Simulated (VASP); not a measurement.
Te2Mo, 3 atoms in the cell. The cell holds a sheet with vacuum, 3 atoms: a = 3.462 Å, b = 3.462 Å, c = 19.620 Å, α = 90.00°, β = 90.00°, γ = 120.00°. The cell was built by a generator and needn't be a form met in nature.

```yaml
Program: VASP 6.6.1
Task: work function
Functional: PBEsol
Potentials_or_basis: VASP PAW PBE potentials, release 64 (Te, Mo_sv)
Cutoff: 520 eV
k_mesh: 12 × 12 × 1
Occupations: gaussian, width 0.03 eV
Spin: non-collinear spin, zero start, spin-orbit coupling
Starting_moments: "[[0.0, 0.0, 0.0], [0.0, 0.0, 0.0], [0.0, 0.0, 0.0]] μB"
Dipole_correction: yes
Further_INCAR_settings: ALGO = Normal; EDIFF = 1e-07
```

Potentials or basis: VASP PAW PBE potentials, release 64 (Te, Mo_sv).

Launch:

```sh
$ cat potpaw_PBE.64/Te/POTCAR potpaw_PBE.64/Mo_sv/POTCAR > POTCAR
$ mpirun -np 4 vasp_ncl > vasp.out
```

Hardware: 4 MPI ranks on AMD EPYC 7R13 Processor (Zen 3), with other jobs on the host.

Estimate the wall time of this run.

Wall time 6.7 min on 4 MPI ranks on AMD EPYC 7R13 Processor (Zen 3), on a shared host, peak memory 1.1 GiB a rank. Counts: scf iterations 27, k points 31.
